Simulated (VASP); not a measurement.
Consider the following.

```yaml
crystal:
  lattice:
    - [4.16163, 0.00000, 0.00000]
    - [0.00000, 6.27003, 0.00000]
    - [0.00000, 0.00000, 6.49696]
  atoms:
    - { symbol: Ca, position: [0.00000, 0.00000, 0.00000] }
    - { symbol: Ca, position: [0.50000, 0.50000, 0.50000] }
    - { symbol: Cl, position: [0.00000, 0.27706, 0.32754] }
    - { symbol: Cl, position: [0.50000, 0.77706, 0.17246] }
    - { symbol: Cl, position: [0.50000, 0.22294, 0.82754] }
    - { symbol: Cl, position: [0.00000, 0.72294, 0.67246] }
```

These are r2SCAN meta-GGA, VASP's PBE PAW potentials (set 64) (plane waves; VASP 6.6.1) values and carry that method's errors. Run with 400 eV cut-off, 6×4×4 Γ-centred mesh, tetrahedra with Blöchl corrections, potentials Ca_sv Cl.

Problem. Estimate the energy per atom (σ→0), band gap (over mesh and band path) with the smallest direct gap where there is one.

Solution. 
- band gap (over mesh and band path): 6.02 eV
- smallest direct gap (over mesh and band path): 6.02 eV
- energy per atom (σ→0): -9.091 eV/atom

The absolute energy has meaning only against runs of the same code, potentials and settings.

The compound is CaCl2 in the sg58 structure. It was relaxed first.
